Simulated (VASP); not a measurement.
Data:

```
WP
1.0
    5.74171     0.00000     0.00000
    0.00000     3.27062     0.00000
    0.00000     0.00000     6.20331
P W
4 4
Direct
  0.31438   0.75000   0.56784
  0.68562   0.25000   0.43216
  0.18562   0.25000   0.06784
  0.81438   0.75000   0.93216
  0.98629   0.75000   0.31278
  0.01371   0.25000   0.68722
  0.51371   0.25000   0.81278
  0.48629   0.75000   0.18722
```

Level of theory: PBEsol GGA, VASP's PBE PAW potentials (set 64) (plane waves; VASP). Run with 300 eV cut-off, 3×6×3 Γ-centred mesh, Gaussian smearing of 0.14 eV, potentials P W_sv.

At this cut-off the stress carries a Pulay error, which pulls relaxed volumes low. Unless said otherwise, spin-orbit coupling is left out, though it shifts the bands of the heavy elements here.

Problem. Estimate the energy per atom (σ→0), pressure, largest force, band gap (on the k-mesh) with the smallest direct gap where there is one.

Solution. 
The band gap (on the k-mesh) comes out as none (metal, semimetal or under 0.01 eV) and the energy per atom (σ→0) is -10.240 eV/atom. The pressure comes out as -3.91 GPa and the largest force is 0.130 eV/Å.

Only differences to runs with the same potentials and settings are physical.

The structure comes from a computed database's PW entry (Pnma); how it stands against other phases isn't given here. The cell was not relaxed at this level. The k-mesh is coarse (spacing up to 0.36 per Å, 2π included), so the numbers may not be converged in it.
